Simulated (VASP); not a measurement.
These are optB86b-vdW, VASP's PBE PAW potentials (set 64) (plane waves; VASP) values and carry that method's errors.

The input files of a VASP run:

**KPOINTS**
```
Automatic mesh
0
Gamma
9 9 9
0 0 0
```

POSCAR:
```
CdS
4.1614720
  0.0000000000   0.7071068268   0.7071068268
  0.7071068268   0.0000000000   0.7071068268
  0.7071068268   0.7071068268   0.0000000000
Cd S
1 1
Cart
  0.0000000000   0.0000000000   0.0000000000
  0.3535534134   0.3535534134   0.3535534134
```

**INCAR**
```
# general
SYSTEM    =  CdS
PREC      =  Accurate
ENCUT     =  520   # plane-wave cut-off (eV)
LREAL     =  .FALSE.
LASPH     =  .TRUE.

# electronic loop
EDIFF     =  1E-7   # SCF stop (eV)
NELM      =  100
ALGO      =  Normal   # blocked Davidson
LMAXMIX   =  4   # l cut-off of mixed one-centre charges

# smearing
ISMEAR    =  -5

# functional
GGA       =  MK
LUSE_VDW  =  .TRUE.
AGGAC     =  0.0
PARAM1    =  0.1234
PARAM2    =  1.0

# ions
ISIF      =  2   # forces and stress, cell fixed

# output
LWAVE     =  .FALSE.
LCHARG    =  .TRUE.
LORBIT    =  11
NEDOS     =  601   # DOS grid
```

POTCAR, in this order: Cd S (PBE.64 set). Program: vasp_std.

The run wrote:

OSZICAR:
```
       N       E                     dE             d eps       ncg     rms          rms(c)
DAV:   1     0.114244194000E+03    0.11424E+03   -0.91503E+03   926   0.126E+03
DAV:   2     0.298432140690E+01   -0.11126E+03   -0.10670E+03  1055   0.293E+02
DAV:   3    -0.198023041991E+01   -0.49646E+01   -0.49499E+01  1080   0.646E+01
DAV:   4    -0.201837231801E+01   -0.38142E-01   -0.38135E-01  1030   0.571E+00
DAV:   5    -0.201891409442E+01   -0.54178E-03   -0.54177E-03  1060   0.667E-01    0.774E+00
DAV:   6    -0.150496122830E+01    0.51395E+00   -0.10672E+00  1304   0.141E+01    0.616E+00
DAV:   7    -0.149004819298E+01    0.14913E-01   -0.18955E-01   945   0.355E+00    0.317E+00
DAV:   8    -0.148978355402E+01    0.26464E-03   -0.18287E-02   975   0.205E+00    0.269E-01
DAV:   9    -0.148953212651E+01    0.25143E-03   -0.23273E-03  1045   0.798E-01    0.732E-02
DAV:  10    -0.148964396920E+01   -0.11184E-03   -0.24642E-04   940   0.161E-01    0.716E-02
DAV:  11    -0.148969417992E+01   -0.50211E-04   -0.82006E-05   933   0.109E-01    0.153E-02
DAV:  12    -0.148968655415E+01    0.76258E-05   -0.32635E-05  1101   0.816E-02    0.784E-03
DAV:  13    -0.148968708320E+01   -0.52905E-06   -0.28277E-06   930   0.132E-02    0.452E-03
DAV:  14    -0.148968702319E+01    0.60018E-07   -0.82543E-08   820   0.292E-03
   1 F= -.14896870E+01 E0= -.14896870E+01  d E =0.000000E+00
```

### OUTCAR
```
------------------------ aborting loop because EDIFF is reached ----------------------------------------
  FORCE on cell =-STRESS in cart. coord.  units (eV):
  Direction    XX          YY          ZZ          XY          YZ          ZX
  --------------------------------------------------------------------------------------
  Total        0.0019932      0.0019932      0.0019932     -0.0000000      0.0000000     -0.0000000
  in kB        0.0626673      0.0626673      0.0626673     -0.0000000      0.0000000     -0.0000000
  external PRESSURE =       0.0626673 kB  Pullay stress =       0.0000000 kB
  volume of cell :       50.96
      direct lattice vectors                 reciprocal lattice vectors
     0.000000000  2.942605261  2.942605261    -0.169917456  0.169917456  0.169917456
     2.942605261  0.000000000  2.942605261     0.169917456 -0.169917456  0.169917456
     2.942605261  2.942605261  0.000000000     0.169917456  0.169917456 -0.169917456
  FREE ENERGIE OF THE ION-ELECTRON SYSTEM (eV)
  ---------------------------------------------------
  free  energy   TOTEN  =        -1.4896870232 eV

  energy  without entropy=       -1.4896870232  energy(sigma->0) =       -1.48968702

 total charge

# of ion       s       p       d       tot
------------------------------------------
    1        0.426   0.313   9.562  10.300
    2        1.328   2.381   0.000   3.709
--------------------------------------------------
tot          1.754   2.694   9.562  14.009
```
(Selected blocks of OUTCAR.)

**OUTCAR**
```
 val. band max:        0.9966802408   @ k =   0.0000   0.0000   0.0000

 cond. band min:       1.9836783064   @ k =   0.0000   0.0000   0.0000


 Fermi energy:         1.0000630953

 k-point     1 :       0.0000    0.0000    0.0000
  band No.  band energies     occupation
      1     -11.2039      2.00000
      2      -6.6556      2.00000
      3      -6.6556      2.00000
      4      -6.6556      2.00000
      5      -6.2164      2.00000
      6      -6.2164      2.00000
      7       0.9967      2.00000
      8       0.9967      2.00000
      9       0.9967      2.00000
     10       1.9837      0.00000
     11       7.4966      0.00000
     12       7.4966      0.00000
     13       7.4966      0.00000

 k-point     2 :       0.1111    0.0000    0.0000
  band No.  band energies     occupation
      1     -11.1564      2.00000
      2      -6.6388      2.00000
      3      -6.6388      2.00000
      4      -6.6154      2.00000
      5      -6.2173      2.00000
      6      -6.2173      2.00000
      7       0.1188      2.00000
      8       0.9033      2.00000
      9       0.9033      2.00000
     10       2.7256      0.00000
     11       7.2637      0.00000
     12       7.6525      0.00000
     13       7.6525      0.00000

 k-point     3 :       0.2222    0.0000    0.0000
  band No.  band energies     occupation
      1     -11.0356      2.00000
      2      -6.5997      2.00000
      3      -6.5997      2.00000
      4      -6.4758      2.00000
      5      -6.2147      2.00000
      6      -6.2147      2.00000
      7      -1.1484      2.00000
      8       0.6804      2.00000
      9       0.6804      2.00000
     10       3.5113      0.00000
     11       7.1362      0.00000
     12       7.9365      0.00000
     13       7.9365      0.00000

 k-point     4 :       0.3333    0.0000    0.0000
  band No.  band energies     occupation
      1     -10.8980      2.00000
      2      -6.5636      2.00000
      3      -6.5636      2.00000
...
```

The compound is CdS in the zinc blende structure, a metastable form; wurtzite is the usual one. It was relaxed first.
